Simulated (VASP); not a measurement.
An input for Quantum ESPRESSO's pw.x (written as the equivalent of a VASP run, and not itself run):

```
&CONTROL
  calculation = 'vc-relax'
  pseudo_dir = './pseudo'
  outdir = './out'
  tprnfor = .true.
  tstress = .true.
  nstep = 60
  forc_conv_thr = 0.00039
/
&SYSTEM
  ibrav = 0
  nat = 1
  ntyp = 1
  ecutwfc = 70
  occupations = 'smearing'
  smearing = 'methfessel-paxton'
  degauss = 0.00735
  input_dft = 'pw91'
/
&ELECTRONS
  conv_thr = 7.3e-08
  electron_maxstep = 100
/
&IONS
/
&CELL
/
ATOMIC_SPECIES
  In 114.818 In.upf
CELL_PARAMETERS angstrom
    -1.6250000    1.6250000    2.4750000
     1.6250000   -1.6250000    2.4750000
     1.6250000    1.6250000   -2.4750000
ATOMIC_POSITIONS crystal
  In   0.0000000  0.0000000  0.0000000
K_POINTS automatic
  14 14 14 0 0 0
```

Task: Translate this input to VASP (INCAR, KPOINTS, POSCAR, choice of POTCAR).

Result: Several could match; the one computed here: 
### INCAR
```
ALGO = Normal
EDIFF = 1E-6
EDIFFG = -0.01
ENCUT = 520
GGA = 91
IBRION = 2
ISIF = 3
ISMEAR = 1
LASPH = T
LCHARG = F
LMAXMIX = 4
LREAL = F
LWAVE = F
NELM = 100
NSW = 60
PREC = Accurate
SIGMA = 0.1
SYSTEM = In
```

**POSCAR**
```
In
1
   -1.6250000000     1.6250000000     2.4750000000
    1.6250000000    -1.6250000000     2.4750000000
    1.6250000000     1.6250000000    -2.4750000000
In
1
Direct
  0.0000000000   0.0000000000   0.0000000000
```

### KPOINTS
```
kpoints
0
gamma
14 14 14
0 0 0
```

POTCAR, in this order: In_d (PBE.64 set). Program: vasp_std.

Limits of the translation: the potentials are each code's own (VASP's PAW set, PseudoDojo norm-conserving files in pw.x), so ENCUT and ecutwfc are chosen apart and not converted; conv_thr bounds pw.x's estimated SCF error, while EDIFF bounds the energy change between steps; forc_conv_thr acts on force components and is met together with etot_conv_thr.

The compound is In in the bct structure. This run relaxes it. Symmetry was kept, so distortions that lower it aren't found.
